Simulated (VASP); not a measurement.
Input for VASP

**KPOINTS**
```
Regular mesh
0
gamma
14 14 14
0 0 0
```

File POSCAR:
```
Pt
1
    0.0000000000     1.9892311990     1.9892311990
    1.9892311990     0.0000000000     1.9892311990
    1.9892311990     1.9892311990     0.0000000000
Pt
1
Direct
  0.0000000000   0.0000000000   0.0000000000
```

INCAR:
```
SYSTEM = Pt
PREC = Accurate; ENCUT = 520; LREAL = .False.
LASPH = .True.
EDIFF = 1E-6; NELM = 100; ALGO = Normal
LMAXMIX = 6
ISMEAR = 1; SIGMA = 0.1
GGA = BO; LUSE_VDW = .True.; AGGAC = 0.0
PARAM1 = 0.1833333333; PARAM2 = 0.22
IBRION = 2; NSW = 60; ISIF = 3
EDIFFG = -0.01
LWAVE = .False.; LCHARG = .False.
```

POTCAR, in this order: Pt (PBE.64 set). Program: vasp_std.

Task: Translate this optB88-vdW calculation to Quantum ESPRESSO's pw.x.

Result: One equivalent input (not run):
```
&CONTROL
  calculation = 'vc-relax'
  pseudo_dir = './pseudo'
  outdir = './out'
  tprnfor = .true.
  tstress = .true.
  nstep = 60
  forc_conv_thr = 0.00039
/
&SYSTEM
  ibrav = 0
  nat = 1
  ntyp = 1
  ecutwfc = 84
  occupations = 'smearing'
  smearing = 'methfessel-paxton'
  degauss = 0.00735
  input_dft = 'vdw-df-obk8'
/
&ELECTRONS
  conv_thr = 7.3e-08
  electron_maxstep = 100
/
&IONS
/
&CELL
/
ATOMIC_SPECIES
  Pt 195.084 Pt.upf
CELL_PARAMETERS angstrom
     0.0000000    1.9892312    1.9892312
     1.9892312    0.0000000    1.9892312
     1.9892312    1.9892312    0.0000000
ATOMIC_POSITIONS crystal
  Pt   0.0000000  0.0000000  0.0000000
K_POINTS automatic
  14 14 14 0 0 0
```
The two are equivalent in intent, not identical: the potentials are each code's own (VASP's PAW set, PseudoDojo norm-conserving files in pw.x), so ENCUT and ecutwfc are chosen apart and not converted; conv_thr bounds pw.x's estimated SCF error, while EDIFF bounds the energy change between steps; forc_conv_thr acts on force components and is met together with etot_conv_thr.

The compound is Pt in the fcc structure. It was relaxed first. The start is the result of an earlier pass.
